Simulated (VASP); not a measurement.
An input for Quantum ESPRESSO's pw.x (written as the equivalent of a VASP run, and not itself run):

```
&CONTROL
  calculation = 'vc-relax'
  pseudo_dir = './pseudo'
  outdir = './out'
  tprnfor = .true.
  tstress = .true.
  nstep = 60
  forc_conv_thr = 0.00078
/
&SYSTEM
  ibrav = 0
  nat = 12
  ntyp = 2
  ecutwfc = 84
  occupations = 'smearing'
  smearing = 'gaussian'
  degauss = 0.003675
  input_dft = 'pbesol'
/
&ELECTRONS
  conv_thr = 7.3e-08
  electron_maxstep = 100
/
&IONS
/
&CELL
/
ATOMIC_SPECIES
  Si 28.085 Si.upf
  O 15.999 O.upf
CELL_PARAMETERS angstrom
     5.0353739    0.0000000    0.0000000
     0.0000000    5.0353739    0.0000000
     0.0000000    0.0000000    7.0217926
ATOMIC_POSITIONS crystal
  Si   0.2979304  0.2979304  0.0000000
  Si   0.7979304  0.2020696  0.7500000
  Si   0.2020696  0.7979304  0.2500000
  Si   0.7020696  0.7020696  0.5000000
  O    0.2395220  0.1010132  0.1775297
  O    0.7395220  0.3989868  0.5724703
  O    0.2604780  0.6010132  0.0724703
  O    0.7604780  0.8989868  0.6775297
  O    0.8989868  0.7604780  0.3224703
  O    0.3989868  0.7395220  0.4275297
  O    0.6010132  0.2604780  0.9275297
  O    0.1010132  0.2395220  0.8224703
K_POINTS automatic
  4 4 3 0 0 0
```

Question: Translate this input to VASP (INCAR, KPOINTS, POSCAR, choice of POTCAR).

Answer: Several could match; the one computed here: 
INCAR:
```
EDIFF=1E-6   ! SCF stop (eV)
ISIF=3
PREC=Accurate
ALGO=Normal   ! blocked Davidson
IBRION=2   ! conjugate gradients
SIGMA=0.05   ! width (eV)
NSW=60
EDIFFG=-0.02   ! ionic stop
LREAL=F   ! projection in real space or not
ISMEAR=0
LASPH=T   ! aspherical one-centre terms
SYSTEM=SiO2
LWAVE=F
ENCUT=520
LCHARG=F
GGA=PS   ! PBEsol
NELM=100   ! most electronic steps
```

File KPOINTS:
```
Automatic mesh
0
Gamma
4 4 3
0 0 0
```

File POSCAR:
```
SiO2
1
    5.0353739477     0.0000000000     0.0000000000
    0.0000000000     5.0353739477     0.0000000000
    0.0000000000     0.0000000000     7.0217925793
Si O
4 8
Direct
  0.2979304447   0.2979304447   0.0000000000
  0.7979304447   0.2020695553   0.7500000000
  0.2020695553   0.7979304447   0.2500000000
  0.7020695553   0.7020695553   0.5000000000
  0.2395219643   0.1010131604   0.1775297099
  0.7395219643   0.3989868396   0.5724702901
  0.2604780357   0.6010131604   0.0724702901
  0.7604780357   0.8989868396   0.6775297099
  0.8989868396   0.7604780357   0.3224702901
  0.3989868396   0.7395219643   0.4275297099
  0.6010131604   0.2604780357   0.9275297099
  0.1010131604   0.2395219643   0.8224702901
```

POTCAR, in this order: Si O (PBE.64 set). Program: vasp_std.

What does not carry over: the potentials are each code's own (VASP's PAW set, PseudoDojo norm-conserving files in pw.x), so ENCUT and ecutwfc are chosen apart and not converted; conv_thr bounds pw.x's estimated SCF error, while EDIFF bounds the energy change between steps; forc_conv_thr acts on force components and is met together with etot_conv_thr.

The compound is SiO2 in the cristobalite structure. This run relaxes it. Symmetry was kept, so distortions that lower it aren't found. The start is the result of an earlier pass.
